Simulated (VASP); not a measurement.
# Bi: structure and properties in VASP, part 2 of 5

Wanted: the relaxed cell of Bi and its properties. Left out of this account: at least 1 further run (phonons: it ended without a result to show). This is not the structure that Bi takes at ambient conditions. The start is a computed cell from the Materials Project.

VASP 6.6.1; r2SCAN with rVV10; plane waves and PAW (Bi_d).

Still holding for the runs below: This run has no spin polarisation. Its electron count is odd, so without a moment it is a metal by construction. The k-mesh is coarse for a metal.

So far. Step 2 (Full relaxation (r2SCAN + rVV10)): It ends with forces that vanish by symmetry and a pressure of -0.03 GPa.

The starting crystal is not the ambient structure of Bi (space group No. 166); it is a model or a phase of other conditions.

## (3) Second relaxation

The basis stayed that of the start cell while the cell moved. A rerun from the cell reached resets it; the error of the finite cutoff stays. The mesh changes with the cell too.

INCAR

```
SYSTEM = Bi
PREC = Accurate
ENCUT = 400
EDIFF = 1E-06
NELM = 100
ISMEAR = 1
SIGMA = 0.2
LREAL = .FALSE.
ALGO = Normal
METAGGA = R2SCAN
LUSE_VDW = .TRUE.
IVDW_NL = 2
BPARAM = 11.95
CPARAM = 0.0093
LASPH = .TRUE.
NBANDS = 13
LORBIT = 11
LWAVE = .FALSE.
LCHARG = .FALSE.
KPAR = 2
IBRION = 2
NSW = 60
ISIF = 3
EDIFFG = -0.01
```

POSCAR

```
Bi
1.0
   -1.9716707446      1.9716707446      1.9716707446
    1.9716707446     -1.9716707446      1.9716707446
    1.9716707446      1.9716707446     -1.9716707446
Bi
1
Direct
    0.0000000000      0.0000000000      0.0000000000
```

KPOINTS

```
Automatic mesh
0
Gamma
10 10 10
0 0 0
```

The projector-augmented-wave data sets are Bi_d (PBE family, release 64).

Started as:

```sh
$ mpirun -np 2 vasp_std
```

What it wrote:

```text
[banner, memory and clock lines left out]
running    2 mpi-ranks, on    1 nodes
 distrk:  each k-point on    1 cores,    2 groups
 distr:  one band on    1 cores,    1 groups

 POSCAR found type information on POSCAR Bi
 POSCAR found :  1 types and       1 ions
 [... a notice as in an earlier step ...]

 [... a notice as in an earlier step ...]

 LDA part: xc-table for (None), standard interpolation
 POSCAR, INCAR and KPOINTS ok, starting setup
 FFT: planning ... GRIDC
 FFT: planning ... GRID_SOFT
 FFT: planning ... GRID
 WAVECAR not read
 entering main loop
       N       E                     dE             d eps       ncg     rms          rms(c)
Total rVV10 correction in eV:      0.3718299    16.1245764
Total rVV10 correction in eV:      0.3718299    16.1245764
DAV:   1     0.469522941644E+02    0.46952E+02   -0.69186E+03  1240   0.114E+03
DAV:   2    -0.557476208403E+02   -0.10270E+03   -0.99582E+02  1337   0.311E+02
DAV:   3    -0.612504380995E+02   -0.55028E+01   -0.54892E+01  1530   0.783E+01
DAV:   4    -0.613763728673E+02   -0.12593E+00   -0.12591E+00  1522   0.128E+01
DAV:   5    -0.613820331450E+02   -0.56603E-02   -0.56601E-02  1700   0.237E+00    0.741E-01
Total rVV10 correction in eV:      0.3689924    16.1245755
Total rVV10 correction in eV:      0.3689924    16.1245755
DAV:   6    -0.579103626519E+02    0.34717E+01   -0.87544E-01  1462   0.175E+01    0.587E-01
Total rVV10 correction in eV:      0.3686426    16.1245755
Total rVV10 correction in eV:      0.3686426    16.1245755
DAV:   7    -0.579093605425E+02    0.10021E-02   -0.82223E-03  1684   0.112E+00    0.375E-01
Total rVV10 correction in eV:      0.3675838    16.1245755
Total rVV10 correction in eV:      0.3675838    16.1245755
DAV:   8    -0.579118252510E+02   -0.24647E-02   -0.14306E-02  1661   0.168E+00    0.915E-02
Total rVV10 correction in eV:      0.3672670    16.1245755
Total rVV10 correction in eV:      0.3672670    16.1245755
DAV:   9    -0.579115997296E+02    0.22552E-03   -0.72825E-04  1472   0.416E-01    0.522E-02
Total rVV10 correction in eV:      0.3671935    16.1245755
Total rVV10 correction in eV:      0.3671935    16.1245755
DAV:  10    -0.579115224733E+02    0.77256E-04   -0.57292E-04  1672   0.392E-01    0.177E-02
Total rVV10 correction in eV:      0.3672554    16.1245755
Total rVV10 correction in eV:      0.3672554    16.1245755
DAV:  11    -0.579115116868E+02    0.10787E-04   -0.38686E-05  1507   0.106E-01    0.467E-03
Total rVV10 correction in eV:      0.3672728    16.1245755
Total rVV10 correction in eV:      0.3672728    16.1245755
DAV:  12    -0.579115131002E+02   -0.14135E-05   -0.95130E-06  1754   0.473E-02    0.334E-03
Total rVV10 correction in eV:      0.3672694    16.1245755
Total rVV10 correction in eV:      0.3672694    16.1245755
DAV:  13    -0.579115118934E+02    0.12068E-05   -0.18638E-06   801   0.239E-02    0.432E-04
Total rVV10 correction in eV:      0.3672698    16.1245755
Total rVV10 correction in eV:      0.3672698    16.1245755
DAV:  14    -0.579115118950E+02   -0.15859E-08   -0.11177E-07   771   0.304E-03
Total rVV10 correction in eV:      0.3672698    16.1245755
Total rVV10 correction in eV:      0.3672698    16.1245755
Total rVV10 correction in eV:      0.3672691    16.1245755
Total rVV10 correction in eV:      0.3672691    16.1245755
   1 F= -.57911512E+02 E0= -.57911600E+02  d E =-.579115E+02
 curvature:   0.00 expect dE= 0.000E+00 dE for cont linesearch  0.000E+00
 trial: gam= 0.00000 g(F)=  0.206E-61 g(S)=  0.155E-03 ort = 0.000E+00 (trialstep = 0.100E+01)
 search vector abs. value=  0.155E-03
 bond charge predicted
       N       E                     dE             d eps       ncg     rms          rms(c)
Total rVV10 correction in eV:      0.3672037    16.1245755
Total rVV10 correction in eV:      0.3672037    16.1245755
DAV:   1    -0.579153966077E+02   -0.38847E-02   -0.95823E-02  1592   0.578E+00    0.333E-01
Total rVV10 correction in eV:      0.3676720    16.1245756
Total rVV10 correction in eV:      0.3676720    16.1245756
DAV:   2    -0.579121080450E+02    0.32886E-02   -0.48151E-03  1517   0.131E+00    0.138E-01
Total rVV10 correction in eV:      0.3679831    16.1245756
Total rVV10 correction in eV:      0.3679831    16.1245756
DAV:   3    -0.579115126092E+02    0.59544E-03   -0.25228E-03  1976   0.849E-01    0.149E-02
Total rVV10 correction in eV:      0.3679913    16.1245756
Total rVV10 correction in eV:      0.3679913    16.1245756
DAV:   4    -0.579115190786E+02   -0.64693E-05   -0.37606E-05  1297   0.675E-02    0.907E-03
Total rVV10 correction in eV:      0.3680754    16.1245756
Total rVV10 correction in eV:      0.3680754    16.1245756
DAV:   5    -0.579115246523E+02   -0.55738E-05   -0.35576E-05  1347   0.535E-02    0.429E-03
Total rVV10 correction in eV:      0.3680913    16.1245756
Total rVV10 correction in eV:      0.3680913    16.1245756
DAV:   6    -0.579115254161E+02   -0.76376E-06   -0.18467E-06  1387   0.159E-02
Total rVV10 correction in eV:      0.3680886    16.1245756
Total rVV10 correction in eV:      0.3680886    16.1245756
Total rVV10 correction in eV:      0.3680851    16.1245756
Total rVV10 correction in eV:      0.3680851    16.1245756
   2 F= -.57911525E+02 E0= -.57911646E+02  d E =-.135211E-04
 trial-energy change:   -0.000014  1 .order    0.000001   -0.000155    0.000156
 step:   0.5652(harm=  0.4976)  dis= 0.00000  next Energy=   -57.911558 (dE=-0.463E-04)
 bond charge predicted
       N       E                     dE             d eps       ncg     rms          rms(c)
Total rVV10 correction in eV:      0.3681136    16.1245756
Total rVV10 correction in eV:      0.3681136    16.1245756
DAV:   1    -0.579122817547E+02   -0.75710E-03   -0.17963E-02  1582   0.248E+00    0.145E-01
Total rVV10 correction in eV:      0.3679098    16.1245756
Total rVV10 correction in eV:      0.3679098    16.1245756
DAV:   2    -0.579116574271E+02    0.62433E-03   -0.90368E-04  1512   0.570E-01    0.598E-02
Total rVV10 correction in eV:      0.3677754    16.1245756
Total rVV10 correction in eV:      0.3677754    16.1245756
DAV:   3    -0.579115471117E+02    0.11032E-03   -0.47009E-04  1971   0.368E-01    0.638E-03
Total rVV10 correction in eV:      0.3677718    16.1245756
Total rVV10 correction in eV:      0.3677718    16.1245756
DAV:   4    -0.579115499294E+02   -0.28177E-05   -0.69650E-06  1287   0.290E-02    0.389E-03
Total rVV10 correction in eV:      0.3677361    16.1245756
Total rVV10 correction in eV:      0.3677361    16.1245756
DAV:   5    -0.579115539888E+02   -0.40594E-05   -0.66015E-06  1337   0.231E-02    0.186E-03
Total rVV10 correction in eV:      0.3677286    16.1245756
Total rVV10 correction in eV:      0.3677286    16.1245756
DAV:   6    -0.579115531363E+02    0.85246E-06   -0.29642E-07   671   0.658E-03
Total rVV10 correction in eV:      0.3677298    16.1245756
Total rVV10 correction in eV:      0.3677298    16.1245756
Total rVV10 correction in eV:      0.3677313    16.1245756
Total rVV10 correction in eV:      0.3677313    16.1245756
   3 F= -.57911553E+02 E0= -.57911660E+02  d E =-.412414E-04
 curvature:  -0.24 expect dE=-0.346E-06 dE for cont linesearch -0.346E-06
 trial: gam=-0.08654 g(F)=  0.657E-62 g(S)=  0.142E-05 ort = 0.148E-04 (trialstep = 0.913E+00)
 search vector abs. value=  0.131E-07
 reached required accuracy - stopping structural energy minimisation
```

The job ended after 3 min (2 MPI ranks of AMD EPYC 7R43, shared host; peak memory 0.35 GiB).

From OUTCAR (step 3):

```text
  LATTYP: Found a body centered cubic cell.
 ALAT       =     3.9433414892

The static configuration has the point symmetry O_h .

 Found     47 irreducible k-points:

   k-points           NKPTS =     47   k-points in BZ     NKDIM =     47   number of bands    NBANDS=     13

   ENCUT  =  400.0 eV  29.40 Ry    5.42 a.u.   5.57  5.57  5.57*2*pi/ulx,y,z

   NELECT =      15.0000    total number of electrons

 E-fermi :   7.9475

 k-point     1 :       0.0000    0.0000    0.0000
  band No.  band energies     occupation
    ...
      2     -15.7516      2.00000
      3     -15.7516      2.00000
      4     -15.6025      2.00000
      5     -15.6025      2.00000
      6      -6.2375      2.00000
      7      13.4178      0.00000
      8      13.4178      0.00000
      9      13.4178      0.00000
     10      18.2479      0.00000
     11      19.2330      0.00000
    ...

 k-point     2 :       0.1000    0.0000    0.0000
  band No.  band energies     occupation
    ...
      2     -15.7442      2.00000
      3     -15.7289      2.00000
      4     -15.6076      2.00000
      5     -15.6035      2.00000
      6      -6.0417      2.00000
      7      11.6658     -0.00000
      8      12.8303      0.00000
      9      13.2524      0.00000
     10      17.6756      0.00000
     11      18.2735      0.00000
    ...

  Total        0.0031296      0.0031296      0.0031296      0.0000000     -0.0000000     -0.0000000
  in kB        0.1631056      0.1631056      0.1631056      0.0000000     -0.0000000     -0.0000000
  external PRESSURE =       0.1631056 kB  Pullay stress =       0.0000000 kB

  energy-cutoff  :      400.00
  volume of cell :       30.74
      direct lattice vectors                 reciprocal lattice vectors
    -1.973428900  1.973428900  1.973428900     0.000000000  0.253366108  0.253366108
     1.973428900 -1.973428900  1.973428900     0.253366108  0.000000000  0.253366108
     1.973428900  1.973428900 -1.973428900     0.253366108  0.253366108  0.000000000

 POSITION                                       TOTAL-FORCE (eV/Angst)
 -----------------------------------------------------------------------------------
      0.00000      0.00000      0.00000        -0.000000      0.000000     -0.000000
 -----------------------------------------------------------------------------------
    total drift:                                0.000000     -0.000000      0.000000

  FREE ENERGIE OF THE ION-ELECTRON SYSTEM (eV)
  ---------------------------------------------------
  free  energy   TOTEN  =       -57.9115531363 eV

  energy  without entropy=      -57.9118723202  energy(sigma->0) =      -57.91165953

 total charge
# of ion       s       p       d       tot
------------------------------------------
    1        1.517   1.288   9.907  12.712

[... 4 parts as in an earlier step ...]

[... 6 further parts left out ...]
```

Little changed from the start: no atom moved by 0.005 Å and no cell edge by 0.1 %.

This step gave:

| Item | Value |
| --- | --- |
| irreducible k-points | 47 |
| free energy (TOTEN) | -57.9116 eV |
| energy at zero smearing | -57.9117 eV |
| Fermi energy | 7.947 eV |
| pressure | 0.01631 GPa |
| SCF cycles over all ionic steps | 26 |

It ends with forces that vanish by symmetry and a pressure of 0.02 GPa.

## (4) Density, ELF and potential (r2SCAN + rVV10)

A single point on the relaxed cell gives a clean self-consistent state, with density, ELF and potential written out.

INCAR: that of step 3 with these lines changed.

```diff
@@ -18,7 +18,5 @@
 LWAVE = .FALSE.
-LCHARG = .FALSE.
-KPAR = 2
-IBRION = 2
-NSW = 60
-ISIF = 3
-EDIFFG = -0.01
+LCHARG = .TRUE.
+ISIF = 2
+LELF = .TRUE.
+LVHAR = .TRUE.
```

POSCAR

```
Bi
1.0
   -1.9734289001      1.9734289001      1.9734289001
    1.9734289001     -1.9734289001      1.9734289001
    1.9734289001      1.9734289001     -1.9734289001
Bi
1
Direct
    0.0000000000      0.0000000000      0.0000000000
```

KPOINTS is that of step 3.

Started as:

```sh
$ mpirun -np 2 vasp_std
```

What it wrote:

```text
[banner, memory and clock lines left out]
running    2 mpi-ranks, on    1 nodes
 distrk:  each k-point on    2 cores,    1 groups
 distr:  one band on    1 cores,    2 groups

 POSCAR found type information on POSCAR Bi
 POSCAR found :  1 types and       1 ions
 [... a notice as in an earlier step ...]

 [... a notice as in an earlier step ...]

 LDA part: xc-table for (None), standard interpolation
|                                                                             |
|           W    W    AA    RRRRR   N    N  II  N    N   GGGG   !!!           |
|           W    W   A  A   R    R  NN   N  II  NN   N  G    G  !!!           |
|           W    W  A    A  R    R  N N  N  II  N N  N  G       !!!           |
|           W WW W  AAAAAA  RRRRR   N  N N  II  N  N N  G  GGG   !            |
|           WW  WW  A    A  R   R   N   NN  II  N   NN  G    G                |
|           W    W  A    A  R    R  N    N  II  N    N   GGGG   !!!           |
|                                                                             |
|     The number of bands has been changed from the values supplied in        |
|     The orbitals not found in the WAVECAR file will be initialized with     |
|     random numbers, which is usually adequate. For correlated               |
|     calculations, however, you should redo the groundstate calculation.     |
|     I found NBANDS = 13. Now, NBANDS = 14.                                  |
|                                                                             |

 POSCAR, INCAR and KPOINTS ok, starting setup
 FFT: planning ... GRIDC
 FFT: planning ... GRID_SOFT
 FFT: planning ... GRID
 WAVECAR not read
 entering main loop
       N       E                     dE             d eps       ncg     rms          rms(c)
Total rVV10 correction in eV:      0.3723223    16.1245764
DAV:   1     0.522507717537E+02    0.52251E+02   -0.68515E+03  1340   0.104E+03
DAV:   2    -0.547912876239E+02   -0.10704E+03   -0.10355E+03  1442   0.316E+02
DAV:   3    -0.612237266876E+02   -0.64324E+01   -0.63815E+01  1678   0.781E+01
DAV:   4    -0.613754269741E+02   -0.15170E+00   -0.15167E+00  1682   0.128E+01
DAV:   5    -0.613826055936E+02   -0.71786E-02   -0.71784E-02  1904   0.247E+00    0.741E-01
Total rVV10 correction in eV:      0.3694726    16.1245756
DAV:   6    -0.579103786107E+02    0.34722E+01   -0.85310E-01  1652   0.163E+01    0.590E-01
Total rVV10 correction in eV:      0.3691202    16.1245756
DAV:   7    -0.579094720069E+02    0.90660E-03   -0.89654E-03  1752   0.107E+00    0.377E-01
Total rVV10 correction in eV:      0.3680436    16.1245756
DAV:   8    -0.579119527659E+02   -0.24808E-02   -0.13784E-02  1998   0.158E+00    0.942E-02
Total rVV10 correction in eV:      0.3677244    16.1245756
DAV:   9    -0.579117004609E+02    0.25231E-03   -0.69726E-04  1658   0.402E-01    0.503E-02
Total rVV10 correction in eV:      0.3676592    16.1245756
DAV:  10    -0.579116290013E+02    0.71460E-04   -0.49221E-04  2052   0.338E-01    0.157E-02
Total rVV10 correction in eV:      0.3677134    16.1245756
DAV:  11    -0.579116213377E+02    0.76636E-05   -0.28309E-05  1634   0.873E-02    0.403E-03
Total rVV10 correction in eV:      0.3677354    16.1245756
DAV:  12    -0.579116227293E+02   -0.13916E-05   -0.83255E-06  2050   0.416E-02    0.332E-03
Total rVV10 correction in eV:      0.3677310    16.1245756
DAV:  13    -0.579116215983E+02    0.11310E-05   -0.16299E-06   922   0.214E-02    0.308E-04
Total rVV10 correction in eV:      0.3677318    16.1245756
DAV:  14    -0.579116216104E+02   -0.12090E-07   -0.11389E-07   850   0.291E-03
Total rVV10 correction in eV:      0.3677316    16.1245756
Total rVV10 correction in eV:      0.3677310    16.1245756
   1 F= -.57911622E+02 E0= -.57911728E+02  d E =0.319560E-03
```

Run time: 81 s. Hardware: 2 MPI ranks; peak memory 0.26 GiB.

Parts of OUTCAR (step 4):

```text
  LATTYP: Found a body centered cubic cell.
 ALAT       =     3.9468578002

The static configuration has the point symmetry O_h .

 Found     47 irreducible k-points:

   k-points           NKPTS =     47   k-points in BZ     NKDIM =     47   number of bands    NBANDS=     14

   NELECT =      15.0000    total number of electrons

 E-fermi :   7.9474

 k-point     1 :       0.0000    0.0000    0.0000
  band No.  band energies     occupation
    ...
      2     -15.7516      2.00000
      3     -15.7516      2.00000
      4     -15.6024      2.00000
      5     -15.6024      2.00000
      6      -6.2376      2.00000
      7      13.4177      0.00000
      8      13.4177      0.00000
      9      13.4177      0.00000
     10      18.2478      0.00000
     11      19.2330      0.00000
    ...

 k-point     2 :       0.1000    0.0000    0.0000
  band No.  band energies     occupation
    ...
      2     -15.7442      2.00000
      3     -15.7289      2.00000
      4     -15.6075      2.00000
      5     -15.6034      2.00000
      6      -6.0418      2.00000
      7      11.6656     -0.00000
      8      12.8302      0.00000
      9      13.2522      0.00000
     10      17.6756      0.00000
     11      18.2735      0.00000
    ...

  Total        0.0009685      0.0009685      0.0009685      0.0000000      0.0000000     -0.0000000
  in kB        0.0504778      0.0504778      0.0504778      0.0000000      0.0000000     -0.0000000
  external PRESSURE =       0.0504778 kB  Pullay stress =       0.0000000 kB

 POSITION                                       TOTAL-FORCE (eV/Angst)
 -----------------------------------------------------------------------------------
      0.00000      0.00000      0.00000        -0.000000      0.000000      0.000000
 -----------------------------------------------------------------------------------
    total drift:                                0.000000     -0.000000      0.000000

  FREE ENERGIE OF THE ION-ELECTRON SYSTEM (eV)
  ---------------------------------------------------
  free  energy   TOTEN  =       -57.9116216104 eV

  energy  without entropy=      -57.9119411702  energy(sigma->0) =      -57.91172813

[... 6 parts as in an earlier step ...]

[... 6 further parts left out ...]
```

Numbers from this step:

* SCF cycles: 14
* bands: 14
* pressure: 0.005048 GPa

Valence electrons inside each PAW sphere by angular momentum. Sphere charges, by row:

| atom | s (e) | p (e) | d (e) | tot (e) |
| --- | --- | --- | --- | --- |
| Bi1 | 1.517 | 1.288 | 9.907 | 12.71 |

Valence density in the ac plane of the conventional cell at fractional y = 0.000, with atoms of Bi within 0.2 Å of it. It is the smooth field of the valence electrons, not physical close to the nuclei.

Ten steps, logarithmic in the rise over the least value, from '0' (0.07 × 1e0 e/Å³) to '9' (9.93 × 1e0 e/Å³), each cell a mean:
```
98742100013689
87642100013468
65421000012346
33211000001233
11100000000111
00000000000000
00000000000000
00000000000000
11000000000011
22210000001122
54321000001244
76532000012467
98642100013578
99752100013689
```
Columns run along a (3.9 Å), rows up along c (3.9 Å), edges of the conventional cell, whose origin can differ from the input's. Atoms in or near the plane, at fractional coordinates: Bi at (0.00, 0.00).

ELF in the ac plane of the conventional cell at fractional y = 0.000, with atoms of Bi within 0.2 Å of it. It is the smooth field of the valence electrons, not physical close to the nuclei.

Ten even steps from '0' (0.10) to '9' (0.56), each cell a mean:
```
43796410258953
46886410257985
89975310146899
87764200125678
55532100012455
22210000001122
00000000000000
11100000000111
44321000012344
76653100024566
99865200136789
67986310257987
34796410257963
93697410258844
```
Columns run along a (3.9 Å), rows up along c (3.9 Å), edges of the conventional cell, whose origin can differ from the input's. Atoms in or near the plane, at fractional coordinates: Bi at (0.00, 0.00).

Electrostatic potential energy in the ac plane of the conventional cell at fractional y = 0.000, with atoms of Bi within 0.2 Å of it. With pseudopotentials it is smooth inside the atoms' cores, unlike the true potential.

Values in eV, 14 rows by 14 columns, each cell a mean:
```
-99 -93 -67 -29  -6   0   2   2   1  -2 -12 -45 -79 -97
-84 -72 -47 -17  -3   0   2   2   2  -1  -6 -29 -58 -79
-49 -39 -22  -6  -1   1   2   3   2   0  -3 -11 -29 -45
-14 -10  -5  -1   1   2   3   3   2   2   0  -3  -6 -12
 -2  -2   0   1   2   2   3   3   2   2   2   0  -1  -2
  1   1   2   2   2   2   2   2   2   2   2   2   2   1
  2   2   2   3   3   2   2   2   2   3   3   3   2   2
  2   2   2   2   3   2   2   2   2   3   3   2   2   2
 -1   0   1   2   2   2   2   2   2   2   2   1   0   0
 -6  -5  -2   0   1   2   3   3   2   2   1  -1  -3  -6
-32 -24 -12  -3   0   2   2   3   2   1  -1  -6 -17 -29
-72 -60 -37 -12  -2   1   2   2   2   0  -5 -22 -47 -67
-96 -86 -60 -24  -5   0   2   2   1  -2 -10 -39 -72 -93
-99 -96 -72 -32  -6  -1   2   2   1  -2 -14 -49 -84 -99
```
Columns run along a (3.9 Å; values clipped at the 3rd and 97th percentile), rows up along c (3.9 Å), edges of the conventional cell, whose origin can differ from the input's. Atoms in or near the plane, at fractional coordinates: Bi at (0.00, 0.00).

In this run the pressure is 0.01 GPa, small enough to go on; single stress components reach 0.01 GPa.

[end of part 2 of 5]

[Lines on the potential files, build, host, timing and source positions are cut from VASP's logs without a mark.]

[Logs are printed without paths, hosts, clocks, repeated set-up lines and the standing remarks that a program may print on its own settings, such as how far it seeks lower states.]

[Hosts, paths, dates, database ids (printed as entryN), source tags and the programs' standing remarks are cut or masked in the printed files.]

[A measured line is paired with the nearest computed mode of its activity, which favours agreement.]

[In band tables of VASP the shares of atoms and orbitals are scaled to a sum of 1 inside the atoms' spheres.]
